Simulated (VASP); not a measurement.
A VASP calculation is set up with these files.

INCAR:
```
SYSTEM = Ag
PREC = Accurate
ENCUT = 400
EDIFF = 1E-6
NELM = 100
ALGO = Normal
LREAL = .FALSE.
LASPH = .TRUE.
ISMEAR = 1
SIGMA = 0.1
GGA = PE
LMAXMIX = 4
LWAVE = .FALSE.
LCHARG = .FALSE.
ISIF = 2
```

File POSCAR:
```
Ag
1
    2.0450000000     0.0000000000     2.0450000000
    0.0000000000     2.0450000000     2.0450000000
    2.0450000000     2.0450000000     0.0000000000
Ag
1
Direct
  0.0000000000   0.0000000000   0.0000000000
```

### KPOINTS
```
Automatic mesh
0
Gamma
12 12 12
0 0 0
```

POTCAR, in this order: Ag (PBE.64 set). Program: vasp_std.

What VASP printed:

**standard output**
```
 -----------------------------------------------------------------------------
|                                                                             |
|     EEEEEEE  RRRRRR   RRRRRR   OOOOOOO  RRRRRR      ###     ###     ###     |
|     E        R     R  R     R  O     O  R     R     ###     ###     ###     |
|     E        R     R  R     R  O     O  R     R     ###     ###     ###     |
|     EEEEE    RRRRRR   RRRRRR   O     O  RRRRRR       #       #       #      |
|     E        R   R    R   R    O     O  R   R                               |
|     E        R    R   R    R   O     O  R    R      ###     ###     ###     |
|     EEEEEEE  R     R  R     R  OOOOOOO  R     R     ###     ###     ###     |
|                                                                             |
|     ERROR: the triple product of the basis vectors is negative exchange     |
|     two basis vectors                                                       |
|                                                                             |
|       ---->  I REFUSE TO CONTINUE WITH THIS SICK JOB ... BYE!!! <----       |
|                                                                             |
 -----------------------------------------------------------------------------
```

Question: From input and log, find the fault in this run and mend it.

Answer: The cause: the lattice vectors form a left-handed set. VASP stops with an error: ERROR: the triple product of the basis vectors is negative exchange two basis vectors ----> I REFUSE TO CONTINUE WITH THIS SICK JOB ... BYE!!! <---- To mend it, correct POSCAR.
**POSCAR**
```
Ag
1
    0.0000000000     2.0450000000     2.0450000000
    2.0450000000     0.0000000000     2.0450000000
    2.0450000000     2.0450000000     0.0000000000
Ag
1
Direct
  0.0000000000   0.0000000000   0.0000000000
```
The mended run (PBE GGA, plane waves, VASP's PBE PAW potentials (set 64)) converges, and its OSZICAR ends with
```
   1 F= -.27031622E+01 E0= -.27029940E+01  d E =-.504691E-03
```

The compound is Ag in the fcc structure. The cell was not relaxed at this level.
